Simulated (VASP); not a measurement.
Output of a VASP run:

### OSZICAR
```
       N       E                     dE             d eps       ncg     rms          rms(c)
DAV:   1     0.314444871157E+03    0.31444E+03   -0.16782E+04  4614   0.160E+03
DAV:   2    -0.140174565669E+02   -0.32846E+03   -0.32510E+03  5094   0.454E+02
DAV:   3    -0.221031314743E+02   -0.80857E+01   -0.79261E+01  5527   0.821E+01
DAV:   4    -0.221787514602E+02   -0.75620E-01   -0.75198E-01  5136   0.791E+00
DAV:   5    -0.221794549406E+02   -0.70348E-03   -0.70308E-03  5203   0.716E-01    0.221E+01
DAV:   6    -0.208113279145E+02    0.13681E+01   -0.35609E+00  4912   0.183E+01    0.625E+00
DAV:   7    -0.206772222103E+02    0.13411E+00   -0.54425E-01  5268   0.642E+00    0.831E-01
DAV:   8    -0.206686409495E+02    0.85813E-02   -0.91247E-03  4732   0.102E+00    0.209E-01
DAV:   9    -0.206686876996E+02   -0.46750E-04   -0.45659E-04  5536   0.189E-01    0.213E-02
DAV:  10    -0.206686869934E+02    0.70621E-06   -0.19122E-05  4897   0.368E-02    0.110E-02
DAV:  11    -0.206686865570E+02    0.43641E-06   -0.18392E-06  4778   0.140E-02    0.297E-03
DAV:  12    -0.206686856586E+02    0.89840E-06   -0.19517E-07  3065   0.374E-03    0.605E-04
DAV:  13    -0.206686856148E+02    0.43804E-07   -0.31980E-08  2320   0.139E-03
   1 F= -.21698452E+02 E0= -.21698861E+02  d E =-.216985E+02
       N       E                     dE             d eps       ncg     rms          rms(c)
DAV:   1    -0.206737243129E+02   -0.50387E-02   -0.23454E-01  4598   0.417E+00    0.410E-01
DAV:   2    -0.206696358434E+02    0.40885E-02   -0.69475E-03  5023   0.718E-01    0.175E-01
DAV:   3    -0.206687558347E+02    0.88001E-03   -0.31337E-03  5531   0.389E-01    0.242E-02
DAV:   4    -0.206687605892E+02   -0.47545E-05   -0.59721E-05  4665   0.800E-02    0.702E-03
DAV:   5    -0.206687602609E+02    0.32834E-06   -0.28446E-06  5199   0.107E-02    0.251E-03
DAV:   6    -0.206687603881E+02   -0.12727E-06   -0.22002E-07  3532   0.355E-03    0.744E-04
DAV:   7    -0.206687603820E+02    0.61063E-08   -0.10468E-08  2301   0.848E-04
   2 F= -.21698647E+02 E0= -.21699096E+02  d E =-.194999E-03
       N       E                     dE             d eps       ncg     rms          rms(c)
DAV:   1    -0.206693442371E+02   -0.58385E-03   -0.23287E-02  4598   0.132E+00    0.128E-01
DAV:   2    -0.206689411848E+02    0.40305E-03   -0.68804E-04  5009   0.224E-01    0.555E-02
DAV:   3    -0.206688519945E+02    0.89190E-04   -0.32227E-04  5521   0.124E-01    0.766E-03
DAV:   4    -0.206688525708E+02   -0.57622E-06   -0.65234E-06  4661   0.263E-02    0.243E-03
DAV:   5    -0.206688524746E+02    0.96155E-07   -0.36214E-07  4215   0.394E-03
   3 F= -.21698699E+02 E0= -.21699141E+02  d E =-.246859E-03
```

File OUTCAR:
```
------------------------ aborting loop because EDIFF is reached ----------------------------------------
 Edisp (eV)   -1.02985
  FORCE on cell =-STRESS in cart. coord.  units (eV):
  Direction    XX          YY          ZZ          XY          YZ          ZX
  --------------------------------------------------------------------------------------
  Total      -3.04374    -3.04374    -3.04137     0.00000     0.00000    -0.00000
  in kB    -163.53977  -163.53981  -163.41259     0.00000     0.00000    -0.00000
  external pressure =     -163.50 kB  Pullay stress =        0.00 kB
  volume of cell :       29.82
      direct lattice vectors                 reciprocal lattice vectors
     1.391831781 -2.410723717 -0.000000000     0.359238815 -0.207406596  0.000000000
     1.391831781  2.410723717  0.000000000     0.359238815  0.207406596  0.000000000
    -0.000000000  0.000000000  4.443553212    -0.000000000 -0.000000000  0.225045128
 POSITION                                       TOTAL-FORCE (eV/Angst)
 -----------------------------------------------------------------------------------
      1.39183      0.80358      1.11089        -0.000000     -0.000000      0.000000
      1.39183     -0.80358      3.33266         0.000000      0.000000     -0.000000
 -----------------------------------------------------------------------------------
    total drift:                               -0.000000      0.000636     -0.000043
  FREE ENERGIE OF THE ION-ELECTRON SYSTEM (eV)
  ---------------------------------------------------
  free  energy   TOTEN  =       -21.6986985663 eV

  energy  without entropy=      -21.7000244947  energy(sigma->0) =      -21.69914054

 reached required accuracy - stopping structural energy minimisation
```
(Selected blocks of OUTCAR.)

POSCAR:
```
Tc
1
    1.3902071310    -2.4079097795     0.0000000000
    1.3902071310     2.4079097795     0.0000000000
    0.0000000000     0.0000000000     4.4539450253
Tc
2
Direct
  0.3333330000   0.6666670000   0.2500000000
  0.6666670000   0.3333330000   0.7500000000
```

Question: Reconstruct the remaining input files.

Answer: Several could match; the one computed here: the input of the run itself, PBE GGA with D3 dispersion (zero damping), plane waves, VASP's PBE PAW potentials (set 64).

**KPOINTS**
```
K-points
0
G
  15 15 8
0 0 0
```

**INCAR**
```
ALGO=Normal
EDIFF=1E-7
EDIFFG=-0.01
ENCUT=520
GGA=PE
IBRION=2
ISIF=4
ISMEAR=1
IVDW=11
LASPH=.True.
LCHARG=.False.
LMAXMIX=4
LREAL=.False.
LWAVE=.False.
NELM=100
NSW=30
PREC=Accurate
SIGMA=0.1
SYSTEM=Tc
```

POTCAR, in this order: Tc_pv (PBE.64 set). Program: vasp_std.

The compound is Tc in the hcp structure. This cell is one point of a volume scan, at 1.06 of the reference volume. Symmetry was kept, so distortions that lower it aren't found.
